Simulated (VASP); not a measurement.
A convergence study with VASP on Ni (fcc): a few settings are varied, all else stays as given below, so the limit is that of these other settings. The cell's lengths are 1 % over those of the tabulated start, so it is off equilibrium.

```yaml
crystal:
  lattice:
    - [0.00000, 1.77760, 1.77760]
    - [1.77760, 0.00000, 1.77760]
    - [1.77760, 1.77760, 0.00000]
  atoms:
    - { symbol: Ni, position: [0.00000, 0.00000, 0.00000], spin: 0.8 }
```

These are PBE GGA, VASP's PBE PAW potentials (set 64) (plane waves; VASP 6.6.1) values and carry that method's errors. The last row used: 900 eV cut-off, 15×15×15 Γ-centred mesh, first-order Methfessel-Paxton smearing of 0.10 eV, potentials Ni_pv.

Energies of different potentials or hybrids have different zeros.

```csv
setting,E (eV/atom),pressure (GPa),moment (μB),plane waves
"ENCUT = 300, POTCAR Ni",-5.4755,-6.01,0.656,141
"ENCUT = 400, POTCAR Ni",-5.4663,-6.23,0.655,212
"ENCUT = 520, POTCAR Ni",-5.4652,-5.67,0.654,318
"ENCUT = 700, POTCAR Ni",-5.4649,-5.68,0.654,495
"ENCUT = 900, POTCAR Ni",(withheld),-5.67,0.654,701
"ENCUT = 300, POTCAR Ni_pv",-5.0491,-166.65,0.643,141
"ENCUT = 400, POTCAR Ni_pv",-5.4932,-7.85,0.667,212
"ENCUT = 520, POTCAR Ni_pv",-5.4891,-7.92,0.666,318
"ENCUT = 700, POTCAR Ni_pv",(withheld),(withheld),0.665,495
"ENCUT = 900, POTCAR Ni_pv",-5.4880,-5.61,0.665,701
```

Task: Fill in the missing entries.

Result: 
- ENCUT = 700, POTCAR Ni_pv, E (eV/atom): -5.4885
- ENCUT = 700, POTCAR Ni_pv, pressure (GPa): -5.57
- ENCUT = 900, POTCAR Ni, E (eV/atom): -5.4648

Left out are rungs that failed or repeat a setting and relaxations that didn't move; long series are thinned to 24 rows.

The compound is Ni in the fcc structure. The cell was not relaxed at this level. The spin order is the one that the start imposed; others were not tried in this run.
